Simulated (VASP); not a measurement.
OSZICAR of a VASP run on CdF$_{2}$ (fluorite):

**OSZICAR**
```
       N       E                     dE             d eps       ncg     rms          rms(c)
DAV:   1     0.203300069276E+03    0.20330E+03   -0.15941E+04  1002   0.155E+03
DAV:   2    -0.406800771191E+01   -0.20737E+03   -0.20221E+03  1137   0.387E+02
DAV:   3    -0.129864407764E+02   -0.89184E+01   -0.89016E+01  1072   0.892E+01
DAV:   4    -0.130306994686E+02   -0.44259E-01   -0.44251E-01  1115   0.633E+00
DAV:   5    -0.130308518505E+02   -0.15238E-03   -0.15238E-03  1072   0.331E-01    0.966E+00
DAV:   6    -0.115890270879E+02    0.14418E+01   -0.43027E+00  1282   0.417E+01    0.741E+00
DAV:   7    -0.116144867162E+02   -0.25460E-01   -0.72601E-01   990   0.886E+00    0.437E+00
DAV:   8    -0.116031459182E+02    0.11341E-01   -0.16590E-01  1067   0.410E+00    0.726E-01
DAV:   9    -0.115932010754E+02    0.99448E-02   -0.39911E-02  1256   0.254E+00    0.108E-01
DAV:  10    -0.115936843745E+02   -0.48330E-03   -0.35822E-03  1010   0.663E-01    0.994E-02
DAV:  11    -0.115937824954E+02   -0.98121E-04   -0.13606E-04  1095   0.158E-01    0.493E-02
DAV:  12    -0.115938120627E+02   -0.29567E-04   -0.12500E-04  1021   0.103E-01    0.159E-02
DAV:  13    -0.115938152728E+02   -0.32101E-05   -0.73374E-06  1076   0.302E-02    0.319E-03
DAV:  14    -0.115938156107E+02   -0.33790E-06   -0.76533E-07  1038   0.593E-03    0.194E-03
DAV:  15    -0.115938156062E+02    0.44988E-08   -0.12451E-07   769   0.325E-03
   1 F= -.11593816E+02 E0= -.11593816E+02  d E =0.000000E+00
```

### Question
Which electronic solver shows in the log?

### Answer
It is blocked Davidson (ALGO = Normal, or the opening steps of other solvers). The INCAR had ALGO = Normal.

### Question
Can the final energy be trusted as converged?

### Answer
The calculation finished and met its thresholds. It stopped with EDIFF = 1E-7, NELM = 100 (PBEsol GGA, plane waves, VASP's PBE PAW potentials (set 64)).

The compound is CdF2 in the fluorite structure. It was relaxed first.
